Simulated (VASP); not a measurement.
Output of a VASP run:

OSZICAR:
```
...
DAV:   2     0.186331072128E+02   -0.43584E+03   -0.42559E+03  1432   0.343E+02
DAV:   3    -0.227883948731E+02   -0.41422E+02   -0.40981E+02  1563   0.114E+02
DAV:   4    -0.239580331646E+02   -0.11696E+01   -0.11677E+01  1613   0.178E+01
DAV:   5    -0.239866919341E+02   -0.28659E-01   -0.28656E-01  1716   0.255E+00    0.104E+01
DAV:   6    -0.231229795778E+02    0.86371E+00   -0.30728E+00  1745   0.285E+01    0.798E+00
DAV:   7    -0.230968375769E+02    0.26142E-01   -0.12065E+00  1476   0.621E+00    0.349E+00
DAV:   8    -0.230916501702E+02    0.51874E-02   -0.45402E-02  1554   0.180E+00    0.108E+00
DAV:   9    -0.230901145420E+02    0.15356E-02   -0.80068E-03  1807   0.994E-01    0.460E-01
DAV:  10    -0.230899361607E+02    0.17838E-03   -0.29677E-03  1646   0.678E-01    0.101E-01
DAV:  11    -0.230899849541E+02   -0.48793E-04   -0.39533E-04  1530   0.416E-01    0.369E-02
DAV:  12    -0.230899934321E+02   -0.84780E-05   -0.83349E-05  1538   0.774E-02    0.185E-02
DAV:  13    -0.230900011745E+02   -0.77424E-05   -0.78393E-06  1359   0.340E-02    0.830E-03
DAV:  14    -0.230900035377E+02   -0.23631E-05   -0.76266E-06  1383   0.185E-02    0.237E-03
DAV:  15    -0.230900036622E+02   -0.12457E-06   -0.21838E-07   837   0.109E-02
   1 F= -.23090004E+02 E0= -.23090004E+02  d E =-.230900E+02
       N       E                     dE             d eps       ncg     rms          rms(c)
DAV:   1    -0.231173839954E+02   -0.27380E-01   -0.46468E-01  1686   0.704E+00    0.121E+00
DAV:   2    -0.230944962414E+02    0.22888E-01   -0.10220E-01  1609   0.430E+00    0.404E-01
DAV:   3    -0.230918271707E+02    0.26691E-02   -0.51537E-03  1527   0.490E-01    0.265E-01
DAV:   4    -0.230910837666E+02    0.74340E-03   -0.74843E-04  1450   0.206E-01    0.113E-01
DAV:   5    -0.230909454781E+02    0.13829E-03   -0.98791E-05  1877   0.154E-01    0.424E-02
DAV:   6    -0.230909410708E+02    0.44074E-05   -0.41707E-05  1576   0.889E-02    0.174E-02
DAV:   7    -0.230909425198E+02   -0.14490E-05   -0.12573E-05  1485   0.617E-02    0.571E-03
DAV:   8    -0.230909430638E+02   -0.54402E-06   -0.12964E-06   849   0.149E-02
   2 F= -.23090943E+02 E0= -.23090943E+02  d E =-.939402E-03
       N       E                     dE             d eps       ncg     rms          rms(c)
DAV:   1    -0.230916310141E+02   -0.68849E-03   -0.11390E-02  1686   0.109E+00    0.189E-01
DAV:   2    -0.230910651819E+02    0.56583E-03   -0.25895E-03  1601   0.695E-01    0.630E-02
DAV:   3    -0.230910019267E+02    0.63255E-04   -0.12745E-04  1549   0.795E-02    0.408E-02
DAV:   4    -0.230909858488E+02    0.16078E-04   -0.18124E-05  1412   0.233E-02    0.182E-02
DAV:   5    -0.230909832734E+02    0.25754E-05   -0.14804E-06   818   0.181E-02    0.495E-03
DAV:   6    -0.230909833517E+02   -0.78292E-07   -0.12381E-06   748   0.146E-02
   3 F= -.23090983E+02 E0= -.23090983E+02  d E =-.979689E-03
       N       E                     dE             d eps       ncg     rms          rms(c)
DAV:   1    -0.230912521012E+02   -0.26883E-03   -0.19144E-02  1435   0.734E-01    0.890E-02
DAV:   2    -0.230911712349E+02    0.80866E-04   -0.41504E-04  1617   0.234E-01    0.469E-02
DAV:   3    -0.230911373226E+02    0.33912E-04   -0.41468E-05  1555   0.587E-02    0.208E-02
DAV:   4    -0.230911314002E+02    0.59224E-05   -0.12018E-05  1569   0.374E-02    0.528E-03
DAV:   5    -0.230911316116E+02   -0.21135E-06   -0.38268E-06  1042   0.197E-02
   4 F= -.23091132E+02 E0= -.23091132E+02  d E =-.148260E-03
```

File OUTCAR:
```
------------------------ aborting loop because EDIFF is reached ----------------------------------------
  FORCE on cell =-STRESS in cart. coord.  units (eV):
  Direction    XX          YY          ZZ          XY          YZ          ZX
  --------------------------------------------------------------------------------------
  Total       -0.0498769     -0.0498769      0.0279605     -0.0157275      0.0000000      0.0000000
  in kB       -0.3397790     -0.3397790      0.1904766     -0.1071414      0.0000000      0.0000000
  external PRESSURE =      -0.1630271 kB  Pullay stress =       0.0000000 kB
  volume of cell :      235.19
      direct lattice vectors                 reciprocal lattice vectors
    -0.004703783  6.171277026  6.175377996    -0.080958801  0.080958801  0.080966704
     6.171277026 -0.004703783  6.175377996     0.080958801 -0.080958801  0.080966704
     3.083286622  3.083286622  0.000000000     0.162164619  0.162164619 -0.161933407
 POSITION                                       TOTAL-FORCE (eV/Angst)
 -----------------------------------------------------------------------------------
      3.08329      3.08329      0.00731         0.000000      0.000000      0.004465
      6.15908      3.09078      3.08924        -0.008265      0.008265     -0.006658
      3.09078      6.15908      3.08924         0.008265     -0.008265     -0.006658
      1.54164      1.54164      1.54546        -0.000000     -0.000000     -0.002611
      4.68694      1.47964      4.57060         0.008443     -0.008443      0.007296
      1.47964      4.68694      4.57060        -0.008443      0.008443      0.007296
      4.62493      4.62493      7.84672         0.000000      0.000000      0.005398
      3.08329      3.08329      6.15773        -0.000000     -0.000000     -0.008528
 -----------------------------------------------------------------------------------
    total drift:                               -0.000065     -0.000065      0.000068
  FREE ENERGIE OF THE ION-ELECTRON SYSTEM (eV)
  ---------------------------------------------------
  free  energy   TOTEN  =       -23.0911316116 eV

  energy  without entropy=      -23.0911316116  energy(sigma->0) =      -23.09113161

 reached required accuracy - stopping structural energy minimisation
```
(Selected blocks of OUTCAR.)

**POSCAR**
```
CdZn3Te4
1
   -0.0036197070     6.1640583477     6.1596717594
    6.1640583477    -0.0036197070     6.1596717594
    3.0802193203     3.0802193203     0.0000000000
Zn Te Cd
3 4 1
Direct
  0.0005689505   0.0005689505   0.9988620989
  0.0015834466   0.4988599613   0.9995565922
  0.4988599613   0.0015834466   0.9995565922
  0.1251728530   0.1251728530   0.2496542941
  0.1106248033   0.6293130923   0.2600621044
  0.6293130923   0.1106248033   0.2600621044
  0.6352387658   0.6352387658   0.2295224683
  0.4986381273   0.4986381273   0.0027237455
```

**Question.** Write an INCAR and KPOINTS that could have produced this output.

**Answer.** This is not unique; one that fits is the input of the run itself, PBEsol GGA, plane waves, VASP's PBE PAW potentials (set 64).

INCAR:
```
SYSTEM = CdZn3Te4
PREC = Accurate
ENCUT = 400
EDIFF = 1E-6
NELM = 100
ALGO = Normal
LREAL = .FALSE.
LASPH = .TRUE.
ISMEAR = 0
SIGMA = 0.05
GGA = PS
LMAXMIX = 4
LWAVE = .FALSE.
LCHARG = .FALSE.
IBRION = 2
ISIF = 3
NSW = 60
EDIFFG = -0.02
```

**KPOINTS**
```
Automatic mesh
0
Gamma
3 3 6
0 0 0
```

POTCAR, in this order: Zn Te Cd (PBE.64 set). Program: vasp_std.

The structure was generated: CdZn3Te4 was put into an ordered model structure (Amm2), which need not be its known phase. This run relaxes it. Symmetry was kept, so distortions that lower it aren't found. The start is the result of an earlier pass.
